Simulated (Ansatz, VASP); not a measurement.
# LiVO2: VASP beside Ansatz, part 2 of 2

One calculation is typed for both programs; each brings its own data sets and cutoff. How far apart do they land?

VASP 6.6.1 and Ansatz 0.2.0.

So far: Set-up; VASP: single point, LDA.

## 3. Ansatz: single point, LDA

Level of this step: Ansatz beside VASP: Kohn-Sham DFT, plane waves, LDA (Ansatz).

Ansatz runs on its default PAW (the set named soft_2) files.

The same cell, functional (in two slightly different forms), mesh and smearing now go to Ansatz, which takes its cutoff from its data sets.

File input.yaml:

```yaml
crystal:
  lattice:
    - [1.41865, 0.8190579594, 4.9244666667]
    - [-1.41865, 0.8190579594, 4.9244666667]
    - [0.0, -1.6381159188, 4.9244666667]
  atoms:
    - { symbol: Li, position: [-0.015591, 0.021463, -0.002603] }
    - { symbol: V, position: [0.485206, 0.513066, 0.500085], spin: 2.0 }
    - { symbol: O, position: [0.264912, 0.220443, 0.240341] }
    - { symbol: O, position: [0.748019, 0.749925, 0.769932] }
hamiltonian:
  xc: lda
  pseudopotentials: { kind: paw }
magnetization:
  spin_polarized: true
kpoints:
  mp_grid: { grid: [9, 9, 9] }
scf:
  occupations: { method: gaussian, width: 0.01 }
  n_extra_bands: 8
output:
  forces: true
  stress: true
  eigenvalues: true
  write_density: true
  write_potential: true
  elf: true
  volumetric_format: npy
```

On the command line:

```console
$ ansatz run input.yaml --threads 2 --pin off --max-ram 4608MiB --backend cpu --events-out ev --progress --plain --runs-dir out
```

Numbers of over 12 decimals in the logs are rounded to 6 here.

The program printed:

```text
basis.fft_grid_basis auto: the FFT boxes are laid along the combinations [[1, -1, 0], [0, 1, 0], [0, -1, 1]] of the cell's own vectors, 2.837, 5.190 and 2.837 Å long. The dense box has 20×36×20 points. Along the cell's own vectors, as sized, it would have 36×36×36, 3.24 times as many. basis.fft_grid_basis: typed keeps the cell's own vectors: state it where this run's energies or levels are differenced outside the eng [...]
scf.n_extra_bands = 8 over 14 filled bands (N_el = 28.0): the run solves 22 bands
Engine: ansatz 0.2.0, aarch64-unknown-linux-gnu
Pseudopotentials: kind: paw
Pseudopotential: Li, paw, valence charge 3, recommended cutoff 420 eV (normal), Li.paw.azcp
Pseudopotential: V, paw, valence charge 13, recommended cutoff 420 eV (normal), V.paw.azcp
Pseudopotential: O, paw, valence charge 6, recommended cutoff 420 eV (normal), O.paw.azcp
Functional definition: SPW92
  exchange = slater_x
  correlation = pw_c
Crystal: 4 atoms, lattice volume = 34.332 Å³
Basis set: ecut = 420 eV, 671 PW (Γ), FFT grids on a1−a2, a2, −a2+a3
Bands: 22, of which v1, the nominal top of the filled ones, is band 14 counted from 1 (13 counted from 0)
Symmetry: 1 space group operations
Space group: P1 (ITA 1), of the structure as read, at distance tolerance 3.3e-5 Å
Magnetic group: BNS 1.1 (UNI 1), of the structure as read, at distance tolerance 3.3e-5 Å
k-points: 365 of 729 (time reversal used)
Non-local potential: Li, projectors of the file, l = 0: 3, l = 1: 2, l = 2: 1
Non-local potential: V, projectors of the file, l = 0: 3, l = 1: 2, l = 2: 3, l = 3: 1
Non-local potential: O, projectors of the file, l = 0: 2, l = 1: 2, l = 2: 1
PAW form: soft (Blöchl's): semilocal exchange-correlation on the pseudo side does not see the compensation charge
PAW frozen core: V, regenerated for the run's functional, and the local potential with it (the file was generated under x = pbe(κ = 0.804, μ = 0.219515), c = pbe(β = 0.066725))
PAW frozen core: O, regenerated for the run's functional, and the local potential with it (the file was generated under x = pbe(κ = 0.804, μ = 0.219515), c = pbe(β = 0.066725))
PAW one-centre angular grid: Li, 110 points (default); XC on 64 Gauss nodes
PAW one-centre angular grid: V, 590 points (default); XC on 64 Gauss nodes
PAW one-centre angular grid: O, 110 points (default); XC on 64 Gauss nodes
Initial density: superposition of atomic densities (chi_scale 0.1, normalization cell, long waves kept (reshape's long-wave potential 0.08 eV rms))
Starting moments: Σ|m| = 2 μB on 1 of 4 sites
Initial wavefunctions: pseudopotential atomic-orbital guess
Functional: x = slater, c = lda
SCF iter   1: F=—  HF=-4176.645953 eV  |F-HF|=—  |Δ(HF+E_count)|=         —  Δρ=8.09e-2 (↑4.31e-2 ↓8.09e-2)  dr2=1.27e0  dr2_m=9.98e-1  M=0.728 μB ∫|m|=0.745 μB  β_m=0.30  ethr=3.10e-3  ⟨swp⟩=4.7  Hψ=62441  notcnv=0
Mixer restart at iter 1: flushing history
preconditioner: auto → Kerker (q_TF=auto, 2.637 Å⁻¹)  [metal: Δε(μ)=0.002 eV  Ē_g=13.990 eV  σ=0.010 eV  W_gap=0.10  n_scr=10 (ndim 8)  ℏωp=26.9 eV  f_vac=0.000  D(μ)=2.95/eV (n_scr^D=36)]
spin=Collinear: Kerker preconditioning applied to the charge; magnetization (m = ρ↑ − ρ↓) channel mixes plain (no charge-response kernel on spin).
SCF iter   2: F=—  HF=-4176.885875 eV  |F-HF|=—  |Δ(HF+E_count)|=         —  Δρ=7.05e-2 (↑4.28e-2 ↓7.05e-2)  dr2=7.64e-1  dr2_m=9.18e-1  M=0.431 μB ∫|m|=0.455 μB  β_m=0.30  ethr=3.10e-3  ⟨swp⟩=2.0  Hψ=25094  notcnv=0  defer=2031
Mixer restart at iter 2: flushing history
SCF iter   3: F=—  HF=-4176.940881 eV  |F-HF|=—  |Δ(HF+E_count)|=   5.50e-2  Δρ=5.30e-2 (↑3.29e-2 ↓5.30e-2)  dr2=5.17e-1  dr2_m=5.31e-1  M=0.372 μB ∫|m|=0.391 μB  β_m=0.65  ethr=2.73e-3  ⟨swp⟩=2.0  Hψ=19127  notcnv=0  defer=2545
SCF iter   4: F=—  HF=-4176.899338 eV  |F-HF|=—  |Δ(HF+E_count)|=   4.15e-2  Δρ=5.67e-3 (↑5.67e-3 ↓5.36e-3)  dr2=7.08e-2  dr2_m=4.45e-3  M=0.265 μB ∫|m|=0.268 μB  β_m=0.79  ethr=1.85e-3  ⟨swp⟩=2.5  Hψ=30064  notcnv=0  defer=2548
SCF iter   5: F=—  HF=-4176.893592 eV  |F-HF|=—  |Δ(HF+E_count)|=   5.75e-3  Δρ=3.10e-3 (↑3.10e-3 ↓2.60e-3)  dr2=2.09e-2  dr2_m=6.21e-5  M=0.282 μB ∫|m|=0.284 μB  β_m=0.85  ethr=2.53e-4  ⟨swp⟩=2.0  Hψ=22204  notcnv=0  defer=2559
SCF iter   6: F=—  HF=-4176.890405 eV  |F-HF|=—  |Δ(HF+E_count)|=   3.19e-3  Δρ=2.14e-3 (↑1.66e-3 ↓2.14e-3)  dr2=2.82e-3  dr2_m=4.68e-4  M=0.287 μB ∫|m|=0.289 μB  β_m=0.84  ethr=7.45e-5  ⟨swp⟩=2.1  Hψ=27387  notcnv=0  defer=2583
SCF iter   7: F=—  HF=-4176.889848 eV  |F-HF|=—  |Δ(HF+E_count)|=   5.57e-4  Δρ=5.40e-4 (↑5.23e-4 ↓5.40e-4)  dr2=4.41e-4  dr2_m=1.48e-5  M=0.281 μB ∫|m|=0.283 μB  β_m=0.92  ethr=1.01e-5  ⟨swp⟩=2.1  Hψ=24255  notcnv=0  defer=2589
SCF iter   8: F=—  HF=-4176.889747 eV  |F-HF|=—  |Δ(HF+E_count)|=   1.01e-4  Δρ=2.65e-4 (↑2.65e-4 ↓2.45e-4)  dr2=8.38e-5  dr2_m=2.90e-7  M=0.279 μB ∫|m|=0.281 μB  β_m=0.89  ethr=1.57e-6  ⟨swp⟩=2.1  Hψ=24167  notcnv=0  defer=2587
SCF iter   9: F=—  HF=-4176.889730 eV  |F-HF|=—  |Δ(HF+E_count)|=   1.61e-5  Δρ=1.32e-4 (↑1.32e-4 ↓1.27e-4)  dr2=1.99e-5  dr2_m=2.49e-8  M=0.279 μB ∫|m|=0.281 μB  β_m=0.83  ethr=2.99e-7  ⟨swp⟩=2.2  Hψ=21966  notcnv=0  defer=2585
SCF iter  10: F=—  HF=-4176.889728 eV  |F-HF|=—  |Δ(HF+E_count)|=   2.77e-6  Δρ=3.73e-5 (↑3.45e-5 ↓3.73e-5)  dr2=1.35e-6  dr2_m=9.53e-9  M=0.279 μB ∫|m|=0.281 μB  β_m=0.82  ethr=7.09e-8  ⟨swp⟩=2.4  Hψ=21232  notcnv=0  defer=2585
SCF iter  11: F=—  HF=-4176.889728 eV  |F-HF|=—  |Δ(HF+E_count)|=   7.83e-8  Δρ=1.56e-5 (↑1.56e-5 ↓1.19e-5)  dr2=2.10e-7  dr2_m=3.18e-9  M=0.279 μB ∫|m|=0.281 μB  β_m=0.91  ethr=4.83e-9  ⟨swp⟩=2.8  Hψ=25725  notcnv=0  defer=2584
SCF iter  12: F=—  HF=-4176.889728 eV  |F-HF|=—  |Δ(HF+E_count)|=  5.00e-10  Δρ=4.80e-6 (↑4.58e-6 ↓4.80e-6)  dr2=3.35e-8  dr2_m=1.74e-10  M=0.279 μB ∫|m|=0.281 μB  β_m=0.95  ethr=7.51e-10  ⟨swp⟩=1.9  Hψ=16828  notcnv=0  defer=2584
SCF iter  13: F=-4176.889728 eV  HF=-4176.889728 eV  |F-HF|=7.52e-10  |Δ(HF+E_count)|=   3.78e-9  Δρ=9.51e-7 (↑5.89e-7 ↓9.51e-7)  dr2=1.09e-9  dr2_m=2.33e-11  M=0.279 μB ∫|m|=0.281 μB  ethr=1.20e-10  ⟨swp⟩=9.3  Hψ=90782  notcnv=0
SCF 1 converged in 13 iterations: F = -4176.889728 eV  dr2 = 1.09e-9
  greatest PAW one-centre occupation: 1.000 electrons in one spin orbital (limit 2), on the Li atom at site 0 (counted from 0), in its partial waves of l = 0
SCF converged after 13 iterations
Magnetization: 0.2789 μB (14.1394 up, 13.8606 down)
Absolute magnetization: 0.2813 μB (∫|ρ↑−ρ↓|, with the PAW one-centre terms)
Spin contamination: 0.0006 ħ² per cell (⟨S²⟩ above its minimum at these occupations)
Per-site moments (μB) at R_I (Å): [(-9.008232257894249e-5, 0.842667), (0.197192, 0.789697), (0.00726469, 0.789697), (0.00587905, 0.811134)]
Free energy (F): -4176.889728 eV
Harris-Foulkes:  -4176.889728 eV  (|F-HF|=7.52e-10)
Internal energy: -4176.889622 eV  (E = F + TS)
E sigma→0 (E₀):  -4176.889675 eV
Entropy (-TS):   -0.000106 eV (-0.026 meV/atom)
Fermi energy:    11.921617 eV
--- Per-component energies (eV) ---
  E_band       = -269.632810
  E_kinetic    = 709.553405
  E_local      = -2060.277907  (includes V_loc(G=0)·N_el)
  E_nonlocal   = 24.910375
  E_hartree    = 852.803161
  E_xc         = -286.447661
  E_vxc        = -367.168504  (∫ρ·V_xc dr)
  E_paw        = -1373.716356  (= ΣΔE_a)
  E_vpaw       = -282.261019  (= ΣTr[D̂ρ^β])
  E_aug_tail   = 0.005254  (compensation charges beyond the density's cutoff)
  E_ewald      = -2044.259885
  E_core_change = 0.539993  (= ΣΔE_core)
  E_smearing   = -0.000106  (= −TS)
  E_closure    = 0.000000  (closes the sum)
  Σ components = -4176.889728   (vs F -4176.889728, Δ=0.00e0)
--- Forces (eV/Å), atoms counted from 1 ---
  atom   1  Li     0.05953973    -0.01395941    -0.05362347
  atom   2  V      0.82083645    -0.17487331    -0.13976182
  atom   3  O     -0.72924124    -0.05575482     0.62391565
  atom   4  O     -0.15113419     0.24458813    -0.43053693
  max |Σ_I F_I| component: 6.57e-6 eV/Å
--- Stress (GPa, compression-positive) ---
      -12.164455      -2.059439      -2.716002
       -2.059439     -11.197820      -1.054267
       -2.716003      -1.054267      -3.314692
  P = ⅓ Tr σ = -8.8923 GPa (-88.923 kbar)
--- Band table (eV; the first three rows and the last of 730) ---
  k-point 0 ↑: bands = [... 10 lower, 7.8787, 8.3682, 8.3720, 11.4740, 11.5956, 12.1369, 14.3909, 14.7084, ... 4 higher]
  k-point 1 ↑: bands = [... 10 lower, 7.6350, 8.0388, 8.1894, 11.4161, 11.8940, 12.2074, 14.2508, 14.5523, ... 4 higher]
  k-point 2 ↑: bands = [... 10 lower, 6.3031, 7.7203, 7.9195, 11.2856, 12.2740, 12.5143, 14.1534, 14.5446, ... 4 higher]
  k-point 364 ↓: bands = [... 10 lower, 5.9119, 7.1345, 7.5558, 11.1690, 13.0225, 13.3413, 14.7570, 15.0580, ... 4 higher]
```

It took 88 s on 2 threads of Arm Neoverse N1, shared host; peak memory 0.76 GiB.

Reading the cycles: dr2 is the Hartree energy of the density residual (eV), the measure of convergence; HF is the Harris–Foulkes estimate of the energy, which meets the free energy F at convergence.

The run ends at a pressure of -8.89 GPa, with forces up to 0.96 eV/Å.

## 4. Comparison

Known differences besides the PAW data sets themselves: the two LDA forms differ slightly; the cutoff is 420 eV in Ansatz and 650 eV in VASP; Ansatz makes its cores anew for this functional, VASP keeps those of its PBE data sets; site moments are counted in spheres of each program's own size. Total energies have different zeros and are not compared.

Compared:

```tsv
quantity	Ansatz	VASP	difference
pressure (GPa)	-8.89	-8.25	-0.65
total moment (μB)	0.28	0.24	+0.04
moment on V2 (μB)	0.20	0.21	-0.01
```

Forces (eV/Å; atoms numbered as in POSCAR):

```tsv
atom	Ansatz x, y, z	VASP x, y, z
Li1	0.060, -0.014, -0.054	0.064, -0.015, -0.056
V2	0.821, -0.175, -0.140	0.803, -0.184, -0.143
O3	-0.729, -0.056, 0.624	-0.723, -0.049, 0.684
O4	-0.151, 0.245, -0.431	-0.145, 0.248, -0.485
```

The forces differ by 25 meV/Å r.m.s., which is 6.0 % of the r.m.s. force of 0.41 eV/Å (both taken over all components). Ansatz's pressure holds a Pulay correction of 0.97 GPa; VASP's holds none.

## 5. Further runs

The difference is large enough to ask for its cause, so further runs change the set-up of one program at a time, as the table lists.

```tsv
run	r.m.s. force difference (% of the r.m.s. force)
as above	6.0
cores kept as stored, as VASP does, whose cores stay as stored	4.9
Ansatz's larger PAW set (cutoff 930 eV)	6.0
```

## 6. Summary of results

| Quantity | Value |
| --- | --- |
| r.m.s. force difference (single point, LDA) | 6.0 % of the r.m.s. force |
| difference in pressure (single point, LDA) | -0.65 GPa |

What this shows: The r.m.s. force difference is 6.0 % of the r.m.s. force (single point, LDA), beyond the 3 % picked in this series as the mark of a large difference. For single point, LDA: no further run halves the r.m.s. force difference; only Ansatz's side was varied. 2 further runs on this material are not shown. How closely two codes agree says nothing of how well the functional describes the real material.

[Lines on the potential files, build, host, timing and source positions are cut from VASP's logs without a mark.]

[Logs are printed without paths, hosts, clocks, repeated set-up lines and the standing remarks that a program may print on its own settings, such as how far it seeks lower states.]

[Hosts, paths, dates, database ids (printed as entryN), source tags and the programs' standing remarks are cut or masked in the printed files.]
